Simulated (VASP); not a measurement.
Here is the system:

```yaml
crystal:
  lattice:
    - [0.00000, 2.25094, 2.25094]
    - [2.25094, 0.00000, 2.25094]
    - [2.25094, 2.25094, 0.00000]
  atoms:
    - { symbol: Zr, position: [0.00000, 0.00000, 0.00000] }
    - { symbol: N, position: [0.50000, 0.50000, 0.50000] }
```

All values below come from PBE GGA, VASP's PBE PAW potentials (set 64) (plane waves; VASP). Numerical set-up: 520 eV cut-off, 14×14×14 Γ-centred mesh, first-order Methfessel-Paxton smearing of 0.10 eV, potentials Zr_sv N.

Q: The job: ZrN (rock salt), 2 atoms, PBE, static run, 520 eV, 14×14×14 Γ-centred mesh. Roughly how much core time does it take on a busy server core?

A: About 20 core-seconds (one run on a shared machine, a rough figure). It had 104 irreducible k-points, 12 bands, up to 636 plane waves and 14 electronic steps.

The compound is ZrN in the rock salt structure. This cell is one point of a volume scan, at 0.94 of the reference volume.
